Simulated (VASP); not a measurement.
Given:

```yaml
crystal:
  lattice:
    - [0.00000, 3.30205, 3.30205]
    - [3.30205, 0.00000, 3.30205]
    - [3.30205, 3.30205, 0.00000]
  atoms:
    - { symbol: Sr, position: [0.00000, 0.00000, 0.00000] }
    - { symbol: Cl, position: [0.25000, 0.25000, 0.25000] }
    - { symbol: Cl, position: [0.75000, 0.75000, 0.75000] }
```

The numbers are results of LDA (Ceperley-Alder, Perdew-Zunger), VASP's LDA PAW potentials (set 64) (plane waves; VASP), not measurements. Settings: 500 eV cut-off, 6×6×6 Γ-centred mesh, Gaussian smearing of 0.050 eV, potentials Sr_sv Cl.

Question: Estimate the energy per atom (σ→0), pressure, band gap (on the k-mesh) with the smallest direct gap where there is one.

Answer: 
```yaml
band gap (on the k-mesh): 5.00 eV
smallest direct gap (on the k-mesh): 5.00 eV
energy per atom (σ→0): -4.659 eV/atom
pressure: 4.97 GPa
```

The compound is SrCl2 in the fluorite structure. It was relaxed first under an external pressure of 5 GPa.
